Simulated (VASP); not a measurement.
All values below come from PBE GGA, VASP's PBE PAW potentials (set 64) (plane waves; VASP).

The input files of a VASP run:

**KPOINTS**
```
Automatic
0
G
  6 6 6
```

### POSCAR
```
CdTe
1
   -0.0000000000     3.3040962557     3.3040962557
    3.3040962557    -0.0000000000     3.3040962557
    3.3040962557     3.3040962557     0.0000000000
Cd Te
1 1
Direct
  1.0000000000   0.0000000000   0.0000000000
  0.2500000000   0.2500000000   0.2500000000
```

### INCAR
```
LWAVE = .False.
NSW = 30   # most ionic steps
LASPH = .True.   # aspherical one-centre terms
GGA = PE
ISIF = 2
EDIFF = 1E-8   # SCF stop (eV)
LCHARG = .False.
IBRION = 1   # quasi-Newton
ISMEAR = 0
LMAXMIX = 4
SYSTEM = CdTe
ALGO = Normal   # blocked Davidson
LREAL = .False.   # projection in real space or not
PREC = Accurate
EDIFFG = -0.001   # ionic stop
NELM = 100   # most electronic steps
SIGMA = 0.05
ENCUT = 400   # plane-wave cut-off (eV)
```

POTCAR, in this order: Cd Te (PBE.64 set). Program: vasp_std.

Unless said otherwise, spin-orbit coupling is left out, though it shifts the bands of the heavy elements here.

### Question
Estimate the energy per atom (σ→0), band gap (on the k-mesh).

### Answer

The energy per atom (σ→0) is -2.402 eV/atom. The band gap (on the k-mesh) is 0.59 eV.

**OSZICAR**
```
...
DAV:  11    -0.480461830019E+01   -0.45178E-04   -0.86972E-05   434   0.642E-02    0.350E-02
DAV:  12    -0.480461722925E+01    0.10709E-05   -0.33105E-06   507   0.160E-02    0.202E-02
DAV:  13    -0.480461708385E+01    0.14540E-06   -0.61617E-07   451   0.420E-03    0.125E-02
DAV:  14    -0.480461712692E+01   -0.43078E-07   -0.10454E-06   436   0.682E-03    0.567E-03
DAV:  15    -0.480461716778E+01   -0.40855E-07   -0.61039E-08   481   0.233E-03    0.329E-03
DAV:  16    -0.480461730886E+01   -0.14108E-06   -0.20797E-08   441   0.787E-04    0.337E-04
DAV:  17    -0.480461729955E+01    0.93103E-08   -0.16666E-09   238   0.379E-04
   1 F= -.48046173E+01 E0= -.48046173E+01  d E =-.480462E+01
```

The compound is CdTe in the zinc blende structure. It was relaxed first, which changed the volume by +6 %. The start is the result of an earlier pass.
